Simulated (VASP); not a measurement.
HgZn3Se4 (ordered alloy cell): computed properties

All values below come from PBEsol GGA, VASP's PBE PAW potentials (set 64) (plane waves; VASP).

```json
{
 "space_group": "P-43m (215)",
 "cell": "a = 5.7592 Å, b = 5.7592 Å, c = 5.7592 Å, α = 90.00°, β = 90.00°, γ = 90.00°",
 "volume_per_atom": "23.88 Å^3/atom",
 "band gap (over mesh and band path)": "0.57 eV",
 "smallest direct gap (over mesh and band path)": "0.57 eV",
 "band_edge_character": "direct, Γ to Γ",
 "density": "6.19 g/cm³"
}
```

```
HgZn3Se4
1.0
    5.75921     0.00000     0.00000
    0.00000     5.75921     0.00000
    0.00000     0.00000     5.75921
Zn Se Hg
3 4 1
Direct
  0.00000   0.00000   0.00000
  0.50000   0.50000   0.00000
  0.50000   0.00000   0.50000
  0.26315   0.23685   0.23685
  0.73685   0.76315   0.23685
  0.73685   0.23685   0.76315
  0.26315   0.76315   0.76315
  0.00000   0.50000   0.50000
```

Unless said otherwise, spin-orbit coupling is left out, though it shifts the bands of the heavy elements here.

The structure was generated: HgZn3Se4 was put into an ordered model structure (P-43m), which need not be its known phase. It was relaxed first. Symmetry was kept, so distortions that lower it aren't found.
